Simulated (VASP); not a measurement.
Data:

```yaml
crystal:
  lattice:
    - [0.00000, 2.74679, 2.74679]
    - [2.74679, 0.00000, 2.74679]
    - [2.74679, 2.74679, 0.00000]
  atoms:
    - { symbol: Si, position: [0.00000, 0.00000, 0.00000] }
    - { symbol: Si, position: [0.25000, 0.25000, 0.25000] }
```

Calculation: r2SCAN meta-GGA, VASP's PBE PAW potentials (set 64) (plane waves; VASP 6.6.1). Numerical set-up: 520 eV cut-off, 8×8×8 Γ-centred mesh, Gaussian smearing of 0.050 eV, potentials Si.

### Question
The job: Si (diamond), 2 atoms, r2SCAN, static run, 520 eV, 8×8×8 Γ-centred mesh. Roughly how much core time does it take on a busy server core?

### Answer
About 40 core-seconds (one run on a shared machine, a rough figure). It had 29 irreducible k-points, 8 bands, up to 1139 plane waves and 18 electronic steps.

The compound is Si in the diamond structure. This cell is one point of a volume scan, at 1.03 of the reference volume.
